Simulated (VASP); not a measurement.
```
PtSe2
1.0
    1.87684    -3.25078     0.00000
    1.87684     3.25078     0.00000
    0.00000     0.00000     6.19417
Pt Se
1 2
Direct
  0.00000   0.00000   0.00000
  0.33333   0.66667   0.21077
  0.66667   0.33333   0.78923
```

These are PBE GGA, VASP's PBE PAW potentials (set 64) (plane waves; VASP) values and carry that method's errors. Run with 500 eV cut-off, 7×7×4 Γ-centred mesh, Gaussian smearing of 0.050 eV, potentials Pt Se.

Energy and stress use the plane-wave basis of the starting cell. Without a dispersion term in the relaxation, distances and binding between the weakly bound layers, chains or molecules are unreliable, and so is what depends on them.

The ions, cell shape and volume at an external pressure of 5.0 GPa are relaxed. What does this cell relax into?

```
PtSe2
1.0
    1.88253    -3.26064     0.00000
    1.88253     3.26064     0.00000
    0.00000     0.00000     4.76971
Pt Se
1 2
Direct
  0.00000   0.00000   0.00000
  0.33333   0.66667   0.26816
  0.66667   0.33333   0.73184
```
Space group P-3m1 (164), at a tolerance of 0.03 Å.

How do energy and volume change from the first to the last step?

The energy (σ→0) changes by +41.4 meV/atom and the volume by -22.5 %, in 16 ionic steps.

```csv
step,E(σ→0) (eV),max force (eV/Å),pressure (GPa),volume (Å³)
1,-14.3026,0.009,0.04,75.58
2,-13.9682,1.732,14.53,67.36
3,-14.2529,0.606,4.89,72.20
4,-14.2527,0.530,4.88,71.06
5,-14.2363,0.336,5.17,67.67
6,-14.1279,0.072,7.58,61.08
7,-14.1641,0.152,5.26,61.25
8,-14.1903,0.478,1.70,61.48
9,-14.1939,0.466,1.76,60.84
10,-14.1638,0.514,2.42,58.79
11,-14.1752,0.489,2.26,59.16
12,-14.1650,0.253,4.65,58.37
13,-14.1581,0.173,5.44,58.12
14,-14.1630,0.139,5.34,58.20
15,-14.1748,0.037,5.06,58.46
16,-14.1783,0.004,4.95,58.56
```

The compound is PtSe2 in the 1T layered structure. This run relaxes it under an external pressure of 5 GPa. Symmetry was kept, so distortions that lower it aren't found. The k-mesh is coarse (spacing up to 0.33 per Å, 2π included), so the numbers may not be converged in it.
